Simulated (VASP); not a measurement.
Method: PBE GGA, VASP's PBE PAW potentials (set 64) (plane waves; VASP).

Input for VASP

File KPOINTS:
```
k-points along high-symmetry lines
15
Line-mode
Reciprocal
  0.000000   0.000000   0.000000 ! GAMMA
 -0.500000  -0.500000   0.000000 ! X

 -0.500000  -0.500000   0.000000 ! X
 -0.375000  -0.375000   0.250000 ! U

 -0.375000  -0.000000   0.375000 ! K
  0.000000   0.000000   0.000000 ! GAMMA

  0.000000   0.000000   0.000000 ! GAMMA
 -0.000000  -0.000000   0.500000 ! L

 -0.000000  -0.000000   0.500000 ! L
 -0.500000  -0.250000   0.250000 ! W

 -0.500000  -0.250000   0.250000 ! W
 -0.500000  -0.500000   0.000000 ! X
```

**INCAR**
```
! general
SYSTEM  = LaC
PREC    = Accurate
ENCUT   = 520   ! plane-wave cut-off (eV)
LREAL   = .FALSE.
LASPH   = .TRUE.   ! aspherical one-centre terms
ICHARG  = 11

! electronic loop
EDIFF   = 1E-7   ! SCF stop (eV)
NELM    = 100   ! most electronic steps
ALGO    = Normal   ! blocked Davidson
LMAXMIX = 6

! smearing
ISMEAR  = 0
SIGMA   = 0.05

! functional
GGA     = PE

! output
LWAVE   = .FALSE.
LCHARG  = .FALSE.
LORBIT  = 11
```

**POSCAR**
```
LaC
4.0821220
  0.0000000000   0.7071068009   0.7071068009
  0.7071068009   0.0000000000   0.7071068009
  0.7071068009   0.7071068009   0.0000000000
La C
1 1
Cartesian
  0.0000000000   0.0000000000   0.0000000000
  0.3535534004   0.3535534004   0.3535534004
```

POTCAR, in this order: La C (PBE.64 set). Program: vasp_std. Read from the step before: CHGCAR.

Output of the run:

File OUTCAR:
```
 ion  position               nearest neighbor table
   1  0.000  0.000  0.000-   2 2.50   2 2.50   2 2.50   2 2.50
   2  0.250  0.250  0.250-   1 2.50   1 2.50   1 2.50   1 2.50
  LATTYP: Found a face centered cubic cell.
 ALAT       =     5.7729924564
 Subroutine PRICEL returns:
 Original cell was already a primitive cell.
 Subroutine GETGRP returns: Found 24 space group operations
The static configuration has the point symmetry T_d .
The dynamic configuration has the point symmetry T_d .
 Subroutine INISYM returns: Found 24 space group operations
   k-points           NKPTS =     90   k-points in BZ     NKDIM =     90   number of bands    NBANDS=     11
   number of dos      NEDOS =    301   number of ions     NIONS =      2
   total plane-waves  NPLWV =  27000
   dimension x,y,z NGX =    30 NGY =   30 NGZ =   30
   dimension x,y,z NGXF=    60 NGYF=   60 NGZF=   60
   ions per type =               1   1
   PREC   = accura    normal or accurate (medium, high low for compatibility)
   ISTART =      0    job   : 0-new  1-cont  2-samecut
   ICHARG =     11    charge: 1-file 2-atom 10-const
   ISPIN  =      1    spin polarized calculation?
   LNONCOLLINEAR =      F non collinear calculations
   LSORBIT =      F    spin-orbit coupling
   INIWAV =      1    electr: 0-lowe 1-rand  2-diag
   ENCUT  =  520.0 eV  38.22 Ry    6.18 a.u.   7.59  7.59  7.59*2*pi/ulx,y,z
...
```

**OSZICAR**
```
       N       E                     dE             d eps       ncg     rms          rms(c)
DAV:   1     0.135250867786E+03    0.13525E+03   -0.53870E+03  1980   0.175E+03
DAV:   2     0.130096651198E+01   -0.13395E+03   -0.13095E+03  2860   0.259E+02
DAV:   3    -0.124348838544E+02   -0.13736E+02   -0.13085E+02  3252   0.117E+02
DAV:   4    -0.132333449626E+02   -0.79846E+00   -0.71845E+00  3557   0.232E+01
DAV:   5    -0.132954323500E+02   -0.62087E-01   -0.60856E-01  3464   0.599E+00
DAV:   6    -0.132979977234E+02   -0.25654E-02   -0.25631E-02  3264   0.113E+00
DAV:   7    -0.132981724244E+02   -0.17470E-03   -0.17465E-03  3221   0.335E-01
DAV:   8    -0.132981869373E+02   -0.14513E-04   -0.14513E-04  3296   0.870E-02
DAV:   9    -0.132981877718E+02   -0.83444E-06   -0.83391E-06  3184   0.235E-02
DAV:  10    -0.132981878349E+02   -0.63125E-07   -0.63519E-07  2896   0.629E-03
   1 F= -.13298188E+02 E0= -.13295838E+02  d E =-.469941E-02
```

OUTCAR:
```
 val. band max:        5.8894916673   @ k =  -0.5000  -0.2857   0.2143

 cond. band min:       5.8993515501   @ k =  -0.4107  -0.4107   0.1786



 k-point     1 :       0.0000    0.0000    0.0000
  band No.  band energies     occupation
      1     -25.6770      2.00000
      2      -9.1605      2.00000
      3      -9.1605      2.00000
      4      -9.1605      2.00000
      5      -2.8887      2.00000
      6       4.1059      2.00000
      7       4.1059      2.00000
      8       4.1059      2.00000
      9       7.0739      0.00000
     10       9.0122      0.00000
     11       9.0122      0.00000

 k-point     2 :      -0.0357   -0.0357    0.0000
  band No.  band energies     occupation
      1     -25.6756      2.00000
      2      -9.1775      2.00000
      3      -9.1649      2.00000
      4      -9.1649      2.00000
      5      -2.8660      2.00000
      6       4.0771      2.00000
      7       4.1249      2.00000
      8       4.1249      2.00000
      9       7.1254      0.00000
     10       8.9907      0.00000
     11       9.0173      0.00000

 k-point     3 :      -0.0714   -0.0714    0.0000
  band No.  band energies     occupation
      1     -25.6711      2.00000
      2      -9.2270      2.00000
      3      -9.1779      2.00000
      4      -9.1779      2.00000
      5      -2.8004      2.00000
      6       3.9994      2.00000
      7       4.1813      2.00000
      8       4.1813      2.00000
      9       7.2684      0.00000
     10       8.8994      0.00000
     11       9.0321      0.00000

 k-point     4 :      -0.1071   -0.1071    0.0000
  band No.  band energies     occupation
      1     -25.6640      2.00000
      2      -9.3044      2.00000
      3      -9.1988      2.00000
      4      -9.1988      2.00000
      5      -2.6987      2.00000
      6       3.8928      2.00000
      7       4.2738      2.00000
      8       4.2738      2.00000
      9       7.4737      0.00000
     10       8.7438      0.00000
...
```

The density is held fixed in this step, so its total energy and stress have no physical meaning.

The structure was generated: LaC was put into the zinc blende type (F-43m), which need not be its known phase. It was relaxed first, which changed the volume by -31 %. The electron count is odd and the run is not spin-polarised, which forces a metal.
